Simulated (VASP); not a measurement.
OSZICAR of a VASP run on ZnS (zinc blende):

File OSZICAR:
```
       N       E                     dE             d eps       ncg     rms          rms(c)
DAV:   1     0.116767284655E+03    0.11677E+03   -0.54453E+03  4905   0.462E+02
DAV:   2     0.414532781919E+01   -0.11262E+03   -0.95541E+02  4538   0.149E+02
DAV:   3    -0.712748586314E+01   -0.11273E+02   -0.11037E+02  5301   0.412E+01
DAV:   4    -0.727777161574E+01   -0.15029E+00   -0.15018E+00  5167   0.500E+00
DAV:   5    -0.727808544316E+01   -0.31383E-03   -0.31382E-03  4964   0.226E-01    0.681E+00
DAV:   6    -0.688037971875E+01    0.39771E+00   -0.17275E-01  5978   0.121E+01    0.540E+00
DAV:   7    -0.685208757700E+01    0.28292E-01   -0.55965E-02  5125   0.154E+00    0.263E+00
DAV:   8    -0.685084304882E+01    0.12445E-02   -0.27649E-03  5638   0.664E-01    0.548E-01
DAV:   9    -0.685090512502E+01   -0.62076E-04   -0.12817E-03  5106   0.153E-01    0.799E-02
DAV:  10    -0.685102671105E+01   -0.12159E-03   -0.14976E-04  5157   0.390E-02    0.565E-02
DAV:  11    -0.685104990922E+01   -0.23198E-04   -0.15383E-05  5117   0.152E-02    0.187E-02
DAV:  12    -0.685104990199E+01    0.72321E-08   -0.81388E-07  5034   0.310E-03
   1 F= -.68510499E+01 E0= -.68510499E+01  d E =-.129755E-36
 imaginary and real dielectric function
```

**Question.** Which electronic solver shows in the log?

**Answer.** It is blocked Davidson (ALGO = Normal, or the opening steps of other solvers). The INCAR had ALGO = Normal.

**Question.** Can the final energy be trusted as converged?

**Answer.** The calculation finished and met its thresholds. It stopped with EDIFF = 1E-7, NELM = 100 (PBE GGA, plane waves, VASP's PBE PAW potentials (set 64)). The dielectric response may not be converged in the k-mesh; for small gaps it tends to come out too large.

The compound is ZnS in the zinc blende structure. It was relaxed first.
